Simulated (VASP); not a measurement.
Here is the system:

```yaml
crystal:
  lattice:
    - [-1.65636, 1.65636, 1.65636]
    - [1.65636, -1.65636, 1.65636]
    - [1.65636, 1.65636, -1.65636]
  atoms:
    - { symbol: Li, position: [0.00000, 0.00000, 0.00000] }
```

Computed with PBE GGA with D3 dispersion (Becke-Johnson damping), VASP's PBE PAW potentials (set 64) (plane waves; VASP). Run with 520 eV cut-off, Gaussian smearing of 0.050 eV, potentials Li_sv.

**Question.** Give the energies of bands 2 to 4 at the high-symmetry points, in eV from the Fermi level.

**Answer.** 
```tsv
band	Γ	H	N	P
2	-3.73	5.90	0.19	3.56
3	15.76	5.90	3.61	3.56
4	15.76	5.90	11.14	3.56
```

It has no gap at this level: it comes out as a metal or semimetal.

The compound is Li in the bcc structure. It was relaxed first, which changed the volume by -14 %.
